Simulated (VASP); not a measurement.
Input:

```
BaHfO3
1.0
    4.17000     0.00000     0.00000
    0.00000     4.17000     0.00000
    0.00000     0.00000     4.17000
Ba Hf O
1 1 3
Cartesian
  0.01098   0.02582  -0.02265
  2.07206   2.07397   2.07536
  2.08719  -0.02077   2.10553
  0.02559   2.12366   2.11218
  2.05918   2.05233  -0.01543
```

Calculation: LDA (Ceperley-Alder, Perdew-Zunger), VASP's LDA PAW potentials (set 64) (plane waves; VASP 6.6.1). Numerical set-up: 400 eV cut-off, 4×4×4 Γ-centred mesh, Fermi-Dirac smearing of 0.050 eV, potentials Ba_sv Hf_pv O.

At this cut-off the stress carries a Pulay error, which pulls relaxed volumes low. Unless said otherwise, spin-orbit coupling is left out, though it shifts the bands of the heavy elements here.

Task: Estimate the energy per atom (σ→0), pressure, largest force, band gap (on the k-mesh) with the smallest direct gap where there is one.

Result: 
The band gap (on the k-mesh) comes out as 3.43 eV and the smallest direct gap (on the k-mesh) comes out as 3.64 eV. The energy per atom (σ→0) comes out as -9.527 eV/atom, the pressure comes out as -9.82 GPa and the largest force comes out as 0.491 eV/Å.

The structure is a typed BaHfO3 crystal. The cell was not relaxed at this level, atoms are displaced from their ideal sites.
